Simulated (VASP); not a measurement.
Write the native input for VASP 6.6.1 that does the following.

| Property | Result |
| --- | --- |
| Task | electrostatic potential |
| Functional | r2SCAN |
| Potentials or basis | VASP PAW PBE potentials, release 64 (V_sv) |
| Cutoff | 520 eV |
| k mesh | 20 × 20 × 20 |
| Occupations | methfessel-paxton, width 0.1 eV |
| Spin | no spin polarisation |
| Further INCAR settings | ALGO = Normal; EDIFF = 1e-07 |

The structure of V lies in POSCAR:

```
V                                       
1.0
   -1.4925439167      1.4925439167      1.4925439167
    1.4925439167     -1.4925439167      1.4925439167
    1.4925439167      1.4925439167     -1.4925439167
  V             
     1
Direct
     0.0000000000000000    0.0000000000000000    0.0000000000000000
```

The cell was built by a generator and needn't be a form met in nature.

One way to write it, as run:

INCAR

```
SYSTEM = V
ALGO     = Normal         ! electronic algorithm
EDIFF    = 1E-7           ! SCF threshold, eV
ENCUT    = 520            ! plane-wave cutoff, eV
ISIF     = 2              ! what is computed and relaxed
ISMEAR   = 1              ! smearing method
LASPH    = .True.         ! aspherical terms in the spheres
LCHARG   = .True.         ! write CHGCAR
LMIXTAU  = .True.       
LREAL    = .False.        ! projectors in reciprocal space
LVHAR    = .True.       
LWAVE    = .False.        ! write WAVECAR
METAGGA  = R2SCAN         ! meta-GGA
NELM     = 120            ! most SCF steps
PREC     = Accurate       ! precision mode
SIGMA    = 0.1            ! smearing width, eV
```

KPOINTS

```
k-points
0
Gamma
  20 20 20
  0 0 0
```

Potentials or basis: VASP PAW PBE potentials, release 64 (V_sv).

The run is started by

```sh
$ cat potpaw_PBE.64/V_sv/POTCAR > POTCAR
$ mpirun -np 1 vasp_std > vasp.out
```

It gave:

```json
{
  "Pressure": "0.1 GPa",
  "Band gap on the k mesh": "none (metal or under the smearing width)"
}
```

Caveat: the PAW data sets were made with another functional, which shifts forces and pressure a little.

Wall time 60 s on 1 thread of Intel(R) Xeon(R) 6975P-C (Granite Rapids), on a shared host, peak memory 0.15 GiB.
